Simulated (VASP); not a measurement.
Computed with PBE GGA, VASP's PBE PAW potentials (set 64) (plane waves; VASP 6.6.1). Each cell was relaxed at this level, without spin-orbit coupling.

**Question.** Which of these comes out without a gap?
(A) Bi2Se3, R-3m (166)
(B) BN, P6_3/mmc (194)
(C) ZnO, P6_3mc (186)
(D) PtAl2, Fm-3m (225)

**Answer.** D, PtAl2, Fm-3m (225). The others have gaps of 0.57 eV (Bi2Se3, R-3m (166)), 0.72 eV (ZnO, P6_3mc (186)), 4.47 eV (BN, P6_3/mmc (194)).
